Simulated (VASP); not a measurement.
**Pd: a series in biaxial strain in the (001) plane**

Wanted: the elastic response of Pd to biaxial strain in the (001) plane, with a fit that predicts a row left out.

Main program and level: VASP 6.6.1; r2SCAN; plane waves and PAW (Pd), in the first sound run; inputs show where later runs differ.

Most raw output is cut from this account.

### 1. The structure

The structure is cubic, space group Fm-3m (No. 225). The conventional cell has a = 3.890 Å, b = 3.890 Å, c = 3.890 Å, α = 90.00°, β = 90.00°, γ = 90.00°. Nearest to Pd lie 12 Pd at 2.75 Å.

Structure file:

```cif
data_structure
_symmetry_space_group_name_H-M 'Fm-3m'
_symmetry_Int_Tables_number 225
_cell_length_a 3.8900
_cell_length_b 3.8900
_cell_length_c 3.8900
_cell_angle_alpha 90.000
_cell_angle_beta 90.000
_cell_angle_gamma 90.000
_cell_volume 58.86
loop_
_atom_site_label
_atom_site_type_symbol
_atom_site_symmetry_multiplicity
_atom_site_Wyckoff_symbol
_atom_site_fract_x
_atom_site_fract_y
_atom_site_fract_z
_atom_site_occupancy
Pd1 Pd 4 a 0.00000 0.00000 0.00000 1
```

### 2. Relax the crystal, r2SCAN

The series starts from the cell that this level prefers, so that zero strain is near zero stress.

This step took 2 runs in a row; the last is shown.

Level: r2SCAN; plane waves and PAW (Pd).

INCAR reads:

```
SYSTEM = Pd
PREC = Accurate
ENCUT = 450
EDIFF = 1E-07
NELM = 120
ISMEAR = 1
SIGMA = 0.15
LREAL = .FALSE.
ALGO = Normal
METAGGA = R2SCAN
LASPH = .TRUE.
NBANDS = 11
LORBIT = 11
LWAVE = .FALSE.
LCHARG = .FALSE.
KPAR = 8
IBRION = 2
NSW = 40
ISIF = 3
EDIFFG = -0.005
POTIM = 0.4
```

POSCAR reads:

```
Pd
1.0
    0.0000000000      1.9559667799      1.9559667799
    1.9559667799      0.0000000000      1.9559667799
    1.9559667799      1.9559667799      0.0000000000
Pd
1
Direct
    0.0000000000      0.0000000000      0.0000000000
```

KPOINTS reads:

```
Automatic mesh
0
Gamma
26 26 26
0 0 0
```

PAW data sets: Pd (PBE family, release 64).

The run is started by

```console
$ mpirun -np 8 vasp_std
```

Wall time 19 s (8 MPI ranks of Intel Xeon 6975P-C (Granite Rapids), shared host); peak memory 1.4 GiB; 2.4 min of CPU time.

Numbers from this step:

| Item | Value |
| --- | --- |
| energy(sigma→0) of the program | -22.9454 eV |
| stress, compression positive | xx, yy, zz 0.03, 0.03, 0.03 GPa |
| volume | 14.966 Å³ |
| ionic steps | 1 |

### 3. Strain along the normal, r2SCAN

One member in full: the plane is strained by 1 %, and the strain along the normal is moved by secant steps until the normal stress is under 0.012 GPa or five steps are spent; the atoms relax at each step.

This step took 3 runs, each at a new trial strain with the atoms of the one before; the last is shown.

Level: r2SCAN; plane waves and PAW (Pd).

INCAR, as its differences from that of step 2:

```diff
@@ -15,7 +15,7 @@
 LCHARG = .FALSE.
-KPAR = 8
-IBRION = 2
-NSW = 40
-ISIF = 3
-EDIFFG = -0.005
-POTIM = 0.4
+KPAR = 2
+IBRION = 1
+NSW = 25
+ISIF = 2
+EDIFFG = -0.004
+POTIM = 0.3
```

POSCAR reads:

```
Pd
1.0
    0.0000000000      1.9755264480      1.9245737620
    1.9755264480      0.0000000000      1.9245737620
    1.9755264480      1.9755264480      0.0000000000
Pd
1
Direct
    0.0000000000      0.0000000000      0.0000000000
```

KPOINTS is that of step 2.

The run is started by

```console
$ mpirun -np 2 vasp_std
```

The job ended after 2.4 min (2 MPI ranks; peak memory 0.54 GiB; 4.8 min of CPU time).

Numbers from this step:

| Property | Result |
| --- | --- |
| energy(sigma→0) of the program | -22.9444 eV |
| stress, compression positive | xx, yy, zz -0.92, -0.92, 0.00 GPa |
| ionic steps | 1 |

### 4. The whole series

The other members went through these steps as far as the tables show, with the same cutoff and, step by step, the same mesh; 26 runs are not shown. The session took 2.2 core hours (wall time by ranks) on a shared machine.

```csv
in-plane strain (%),strain along the normal (%),"in-plane stress, tension positive (GPa)","energy above the unstrained row, extrapolated to no smearing (meV/atom)"
-2.000,3.206,-2.902,5.171
-1.500,2.394,-2.091,2.801
-1.000,1.597,-1.326,1.203
-0.500,0.805,-0.628,0.288
0,0.011,-0.009,0.000
0.500,-0.788,0.514,0.252
1.000,-1.605,0.922,0.924
1.500,-2.439,?,?
2.000,-3.295,1.413,3.178
```

### 5. A fit to the known rows

A least-squares parabola through the 8 rows shown, with e the strain in %: stress = − 0.1839 e² + 1.093 e − 0.01513 (GPa), r.m.s. residual 0.026 GPa.

For the withheld row, e = 1.5, the fit gives 1.211 GPa.

### 6. The withheld row

The calculation gives 1.225 GPa, so the prediction is 0.014 GPa too low, within twice the residual of the fit.

Slopes at zero strain, from cubics through all rows: strain ratio -1.592, stress over strain 114 GPa.

### 7. Results

```json
{"error of the predicted stress": "-0.014 GPa", "ratio of normal to in-plane strain": "-1.592", "biaxial modulus": "114 GPa"}
```

**Reading.** As a check, the curvature of the energy gives 114 GPa for the same modulus (energy per volume = M × strain²), 0 % from the slope of the stress. These are static values: temperature and zero-point motion are left out. In a metal the slopes also depend on mesh and smearing, which were held through the series.

[Lines on the potential files, build, host, timing and source positions are cut from VASP's logs without a mark.]

[Logs are printed without paths, hosts, clocks, repeated set-up lines and the standing remarks that a program may print on its own settings, such as how far it seeks lower states.]

[Hosts, paths, dates, database ids (printed as entryN), source tags and the programs' standing remarks are cut or masked in the printed files.]

[In band tables of VASP the shares of atoms and orbitals are scaled to a sum of 1 inside the atoms' spheres.]
